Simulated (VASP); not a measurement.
Computed with r2SCAN meta-GGA, VASP's PBE PAW potentials (set 64) (plane waves; VASP).

VASP input:

### POSCAR
```
P
1
    1.6526885056    -5.4156589548     0.0000000000
    1.6526885056     5.4156589548    -0.0000000000
    0.0000000000    -0.0000000000     4.5371629603
P
4
Direct
  0.0974215512   0.9025784488   0.9105584827
  0.4025784488   0.5974215512   0.4105584827
  0.5974215512   0.4025784488   0.5894415173
  0.9025784488   0.0974215512   0.0894415173
```

File KPOINTS:
```
K-points
0
G
 6 6 5
```

### INCAR
```
# general
SYSTEM  = P
PREC    = Accurate
ENCUT   = 400
LREAL   = F
LASPH   = T

# electronic loop
EDIFF   = 1E-6
NELM    = 100
ALGO    = Normal
LMIXTAU = T

# smearing
ISMEAR  = 0
SIGMA   = 0.05

# functional
METAGGA = R2SCAN

# ions
IBRION  = 2
NSW     = 60
ISIF    = 3
EDIFFG  = -0.02

# output
LWAVE   = F
LCHARG  = F
```

POTCAR, in this order: P (PBE.64 set). Program: vasp_std.

The run wrote:

File OUTCAR:
```
 ion  position               nearest neighbor table
   1  0.097  0.903  0.911-   3 2.20   3 2.20   4 2.26
   2  0.403  0.597  0.411-   4 2.20   4 2.20   3 2.26
   3  0.597  0.403  0.589-   1 2.20   1 2.20   2 2.26
   4  0.903  0.097  0.089-   2 2.20   2 2.20   1 2.26
  LATTYP: Found a base centered orthorhombic cell.
 ALAT       =     3.3053770112
 B/A-ratio  =     3.2768782117
 C/A-ratio  =     1.3726612562
 Subroutine PRICEL returns:
 Original cell was already a primitive cell.
 Subroutine GETGRP returns: Found  8 space group operations
The static configuration has the point symmetry C_2h.
 The point group associated with its full space group is D_2h.
The dynamic configuration has the point symmetry C_2h.
 Subroutine INISYM returns: Found  8 space group operations
 Subroutine IBZKPT returns following result:
 Found     39 irreducible k-points:

 Following reciprocal coordinates:
            Coordinates               Weight
  0.000000  0.000000  0.000000      1.000000
  0.166667 -0.000000  0.000000      4.000000
  0.333333 -0.000000  0.000000      4.000000
  0.500000  0.000000  0.000000      2.000000
  0.166667  0.166667  0.000000      2.000000
  0.333333  0.166667  0.000000      4.000000
  0.500000  0.166667  0.000000      4.000000
 -0.333333  0.166667  0.000000      4.000000
 -0.166667  0.166667  0.000000      2.000000
  0.333333  0.333333  0.000000      2.000000
  0.500000  0.333333  0.000000      4.000000
 -0.333333  0.333333  0.000000      2.000000
  0.500000  0.500000  0.000000      1.000000
  0.000000  0.000000  0.200000      2.000000
  0.166667 -0.000000  0.200000      8.000000
  0.333333 -0.000000  0.200000      8.000000
  0.500000  0.000000  0.200000      4.000000
  0.166667  0.166667  0.200000      4.000000
  0.333333  0.166667  0.200000      8.000000
  0.500000  0.166667  0.200000      8.000000
 -0.333333  0.166667  0.200000      8.000000
 -0.166667  0.166667  0.200000      4.000000
  0.333333  0.333333  0.200000      4.000000
  0.500000  0.333333  0.200000      8.000000
 -0.333333  0.333333  0.200000      4.000000
  0.500000  0.500000  0.200000      2.000000
  0.000000  0.000000  0.400000      2.000000
  0.166667 -0.000000  0.400000      8.000000
  0.333333 -0.000000  0.400000      8.000000
  0.500000  0.000000  0.400000      4.000000
  0.166667  0.166667  0.400000      4.000000
  0.333333  0.166667  0.400000      8.000000
  0.500000  0.166667  0.400000      8.000000
 -0.333333  0.166667  0.400000      8.000000
 -0.166667  0.166667  0.400000      4.000000
  0.333333  0.333333  0.400000      4.000000
  0.500000  0.333333  0.400000      8.000000
 -0.333333  0.333333  0.400000      4.000000
  0.500000  0.500000  0.400000      2.000000
   k-points           NKPTS =     39   k-points in BZ     NKDIM =     39   number of bands    NBANDS=     14
   number of dos      NEDOS =    301   number of ions     NIONS =      4
   total plane-waves  NPLWV =  48000
   dimension x,y,z NGX =    40 NGY =   40 NGZ =   30
   dimension x,y,z NGXF=    80 NGYF=   80 NGZF=   60
   ions per type =               4
   PREC   = accura    normal or accurate (medium, high low for compatibility)
   ISTART =      0    job   : 0-new  1-cont  2-samecut
   ICHARG =      2    charge: 1-file 2-atom 10-const
   ISPIN  =      1    spin polarized calculation?
   LNONCOLLINEAR =      F non collinear calculations
   LSORBIT =      F    spin-orbit coupling
   INIWAV =      1    electr: 0-lowe 1-rand  2-diag
   ENCUT  =  400.0 eV  29.40 Ry    5.42 a.u.   9.23  9.23  7.40*2*pi/ulx,y,z
   NELM   =    100;   NELMIN=  2; NELMDL= -5     # of ELM steps
...
```

**OSZICAR**
```
...
DAV:   7    -0.359071907797E+02   -0.23313E-06   -0.19914E-06   786   0.147E-02
   3 F= -.35907191E+02 E0= -.35907190E+02  d E =-.270434E-02
       N       E                     dE             d eps       ncg     rms          rms(c)
DAV:   1    -0.359078899970E+02   -0.69945E-03   -0.27148E-02  1092   0.915E-01    0.972E-02
DAV:   2    -0.359078507986E+02    0.39198E-04   -0.12713E-03  1332   0.268E-01    0.454E-02
DAV:   3    -0.359077649371E+02    0.85861E-04   -0.17366E-04  1326   0.870E-02    0.239E-02
DAV:   4    -0.359077661326E+02   -0.11955E-05   -0.54289E-05  1350   0.529E-02    0.122E-02
DAV:   5    -0.359077644450E+02    0.16876E-05   -0.17430E-05  1266   0.359E-02    0.484E-03
DAV:   6    -0.359077651862E+02   -0.74119E-06   -0.14079E-05  1164   0.302E-02    0.338E-03
DAV:   7    -0.359077641763E+02    0.10099E-05   -0.15613E-06   758   0.975E-03    0.128E-03
DAV:   8    -0.359077642414E+02   -0.65105E-07   -0.35502E-07   642   0.573E-03
   4 F= -.35907764E+02 E0= -.35907764E+02  d E =-.573462E-03
       N       E                     dE             d eps       ncg     rms          rms(c)
DAV:   1    -0.359089450760E+02   -0.11809E-02   -0.10646E-01  1092   0.181E+00    0.193E-01
DAV:   2    -0.359087720054E+02    0.17307E-03   -0.49589E-03  1326   0.528E-01    0.898E-02
DAV:   3    -0.359084220544E+02    0.34995E-03   -0.68322E-04  1326   0.172E-01    0.472E-02
DAV:   4    -0.359084324684E+02   -0.10414E-04   -0.22037E-04  1356   0.107E-01    0.240E-02
DAV:   5    -0.359084271964E+02    0.52719E-05   -0.62345E-05  1266   0.666E-02    0.956E-03
DAV:   6    -0.359084307104E+02   -0.35140E-05   -0.53458E-05  1170   0.576E-02    0.660E-03
DAV:   7    -0.359084261766E+02    0.45339E-05   -0.62154E-06  1236   0.192E-02    0.260E-03
DAV:   8    -0.359084263898E+02   -0.21324E-06   -0.11128E-06   660   0.107E-02
   5 F= -.35908426E+02 E0= -.35908425E+02  d E =-.123561E-02
       N       E                     dE             d eps       ncg     rms          rms(c)
DAV:   1    -0.359099956975E+02   -0.15695E-02   -0.42596E-01  1092   0.362E+00    0.386E-01
DAV:   2    -0.359092815678E+02    0.71413E-03   -0.19753E-02  1326   0.105E+00    0.179E-01
DAV:   3    -0.359078477923E+02    0.14338E-02   -0.27620E-03  1338   0.344E-01    0.937E-02
DAV:   4    -0.359078971819E+02   -0.49390E-04   -0.88476E-04  1344   0.214E-01    0.472E-02
DAV:   5    -0.359078735331E+02    0.23649E-04   -0.26333E-04  1272   0.137E-01    0.182E-02
DAV:   6    -0.359078946147E+02   -0.21082E-04   -0.21982E-04  1164   0.117E-01    0.131E-02
DAV:   7    -0.359078756771E+02    0.18938E-04   -0.21353E-05  1266   0.356E-02    0.539E-03
DAV:   8    -0.359078769737E+02   -0.12967E-05   -0.45091E-06  1200   0.211E-02    0.181E-03
DAV:   9    -0.359078767993E+02    0.17447E-06   -0.26014E-06   974   0.152E-02
   6 F= -.35907877E+02 E0= -.35907874E+02  d E =-.686020E-03
       N       E                     dE             d eps       ncg     rms          rms(c)
DAV:   1    -0.359096108227E+02   -0.17338E-02   -0.21383E-01  1092   0.256E+00    0.275E-01
DAV:   2    -0.359092109415E+02    0.39988E-03   -0.10010E-02  1326   0.751E-01    0.129E-01
DAV:   3    -0.359085051383E+02    0.70580E-03   -0.13699E-03  1290   0.243E-01    0.697E-02
DAV:   4    -0.359085201950E+02   -0.15057E-04   -0.45170E-04  1350   0.154E-01    0.357E-02
DAV:   5    -0.359085211846E+02   -0.98964E-06   -0.11288E-04  1278   0.902E-02    0.156E-02
DAV:   6    -0.359085290720E+02   -0.78873E-05   -0.98371E-05  1164   0.789E-02    0.965E-03
DAV:   7    -0.359085232685E+02    0.58035E-05   -0.16581E-05  1218   0.315E-02    0.347E-03
DAV:   8    -0.359085245283E+02   -0.12598E-05   -0.24141E-06   994   0.153E-02    0.142E-03
DAV:   9    -0.359085246693E+02   -0.14105E-06   -0.12066E-06   690   0.100E-02
   7 F= -.35908525E+02 E0= -.35908523E+02  d E =-.133389E-02
       N       E                     dE             d eps       ncg     rms          rms(c)
DAV:   1    -0.359088125323E+02   -0.28800E-03   -0.56139E-03  1092   0.405E-01    0.476E-02
DAV:   2    -0.359087947094E+02    0.17823E-04   -0.23606E-04  1242   0.119E-01    0.311E-02
DAV:   3    -0.359087726547E+02    0.22055E-04   -0.44471E-05  1272   0.414E-02    0.117E-02
DAV:   4    -0.359087721238E+02    0.53084E-06   -0.85752E-06  1326   0.226E-02
   8 F= -.35908772E+02 E0= -.35908771E+02  d E =-.247455E-03
       N       E                     dE             d eps       ncg     rms          rms(c)
DAV:   1    -0.359096864377E+02   -0.91378E-03   -0.50110E-02  1092   0.121E+00    0.141E-01
DAV:   2    -0.359095326514E+02    0.15379E-03   -0.20999E-03  1236   0.354E-01    0.919E-02
DAV:   3    -0.359093192637E+02    0.21339E-03   -0.41183E-04  1254   0.126E-01    0.348E-02
DAV:   4    -0.359093277758E+02   -0.85122E-05   -0.83151E-05  1296   0.727E-02    0.229E-02
DAV:   5    -0.359093228362E+02    0.49396E-05   -0.30073E-05  1272   0.468E-02    0.131E-02
DAV:   6    -0.359093233000E+02   -0.46376E-06   -0.32708E-05  1176   0.466E-02    0.381E-03
DAV:   7    -0.359093159946E+02    0.73054E-05   -0.63868E-06  1170   0.199E-02    0.194E-03
DAV:   8    -0.359093158982E+02    0.96395E-07   -0.21494E-07   618   0.441E-03
   9 F= -.35909316E+02 E0= -.35909315E+02  d E =-.791229E-03
       N       E                     dE             d eps       ncg     rms          rms(c)
DAV:   1    -0.359110439120E+02   -0.17279E-02   -0.20045E-01  1092   0.242E+00    0.280E-01
DAV:   2    -0.359104102435E+02    0.63367E-03   -0.83861E-03  1236   0.706E-01    0.187E-01
DAV:   3    -0.359095982742E+02    0.81197E-03   -0.15569E-03  1254   0.245E-01    0.703E-02
DAV:   4    -0.359096086645E+02   -0.10390E-04   -0.32036E-04  1302   0.136E-01    0.443E-02
DAV:   5    -0.359095970131E+02    0.11651E-04   -0.86799E-05  1308   0.808E-02    0.223E-02
DAV:   6    -0.359096065170E+02   -0.95039E-05   -0.10140E-04  1170   0.827E-02    0.745E-03
DAV:   7    -0.359095842426E+02    0.22274E-04   -0.21029E-05  1164   0.360E-02    0.373E-03
DAV:   8    -0.359095840388E+02    0.20375E-06   -0.73910E-07   738   0.796E-03
  10 F= -.35909584E+02 E0= -.35909584E+02  d E =-.105937E-02
       N       E                     dE             d eps       ncg     rms          rms(c)
DAV:   1    -0.359096946763E+02   -0.11043E-03   -0.11423E-02  1092   0.577E-01    0.682E-02
DAV:   2    -0.359096603101E+02    0.34366E-04   -0.47800E-04  1212   0.170E-01    0.442E-02
DAV:   3    -0.359096128844E+02    0.47426E-04   -0.91097E-05  1260   0.587E-02    0.163E-02
DAV:   4    -0.359096154567E+02   -0.25723E-05   -0.17687E-05  1290   0.325E-02    0.108E-02
DAV:   5    -0.359096152869E+02    0.16981E-06   -0.48551E-06  1236   0.207E-02
  11 F= -.35909615E+02 E0= -.35909615E+02  d E =-.109062E-02
       N       E                     dE             d eps       ncg     rms          rms(c)
DAV:   1    -0.359097090414E+02   -0.93585E-04   -0.19778E-03  1098   0.257E-01    0.265E-02
DAV:   2    -0.359097168291E+02   -0.77877E-05   -0.10479E-04  1422   0.750E-02    0.109E-02
DAV:   3    -0.359097164660E+02    0.36309E-06   -0.70373E-06  1260   0.210E-02
  12 F= -.35909716E+02 E0= -.35909716E+02  d E =-.101179E-03
       N       E                     dE             d eps       ncg     rms          rms(c)
DAV:   1    -0.359097864996E+02   -0.69670E-04   -0.18038E-02  1098   0.767E-01    0.799E-02
DAV:   2    -0.359098525468E+02   -0.66047E-04   -0.93227E-04  1410   0.220E-01    0.325E-02
DAV:   3    -0.359098454787E+02    0.70681E-05   -0.43028E-05  1440   0.530E-02    0.209E-02
DAV:   4    -0.359098410788E+02    0.43999E-05   -0.19774E-05  1344   0.303E-02    0.133E-02
DAV:   5    -0.359098384686E+02    0.26101E-05   -0.28241E-06   980   0.158E-02    0.329E-03
DAV:   6    -0.359098389621E+02   -0.49353E-06   -0.10302E-06   648   0.101E-02
  13 F= -.35909839E+02 E0= -.35909839E+02  d E =-.223675E-03
```

**OUTCAR**
```
------------------------ aborting loop because EDIFF is reached ----------------------------------------
  FORCE on cell =-STRESS in cart. coord.  units (eV):
  Direction    XX          YY          ZZ          XY          YZ          ZX
  --------------------------------------------------------------------------------------
  Total       -0.0408727      0.0118852      0.0720543      0.0000000      0.0000000      0.0000000
  in kB       -0.7975115      0.2319058      1.4059305      0.0000000      0.0000000      0.0000000
  external PRESSURE =       0.2801083 kB  Pullay stress =       0.0000000 kB
  volume of cell :       82.11
      direct lattice vectors                 reciprocal lattice vectors
     1.651586297 -5.491707509 -0.000000000     0.302739252 -0.091046364  0.000000000
     1.651586297  5.491707509  0.000000000     0.302739252  0.091046364 -0.000000000
     0.000000000  0.000000000  4.526555197     0.000000000 -0.000000000  0.220918548
 POSITION                                       TOTAL-FORCE (eV/Angst)
 -----------------------------------------------------------------------------------
      1.65159      4.44434      4.12624         0.000000      0.000494     -0.004851
      1.65159      1.04737      1.86296         0.000000     -0.000494     -0.004851
      1.65159     -1.04737      2.66360         0.000000      0.000494      0.004851
      1.65159     -4.44434      0.40032         0.000000     -0.000494      0.004851
 -----------------------------------------------------------------------------------
    total drift:                                0.000000      0.000000     -0.000000
  FREE ENERGIE OF THE ION-ELECTRON SYSTEM (eV)
  ---------------------------------------------------
  free  energy   TOTEN  =       -35.9098389621 eV

  energy  without entropy=      -35.9098386861  energy(sigma->0) =      -35.90983882

 reached required accuracy - stopping structural energy minimisation
```
(Selected blocks of OUTCAR.)

**CONTCAR**
```
P
   1.00000000000000
     1.6515862974715574   -5.4917075093386849   -0.0000000000000000
     1.6515862974715574    5.4917075093386849    0.0000000000000000
     0.0000000000000000    0.0000000000000000    4.5265551974012759
  P
     4
Direct
     0.0953588025343803    0.9046411974656198    0.9115622116460097
     0.4046411974656197    0.5953588025343802    0.4115622116460096
     0.5953588025343802    0.4046411974656197    0.5884377883539903
     0.9046411974656198    0.0953588025343803    0.0884377883539904
```

The compound is P in the black structure. This run relaxes it. Symmetry was kept, so distortions that lower it aren't found. The start is the result of an earlier pass.
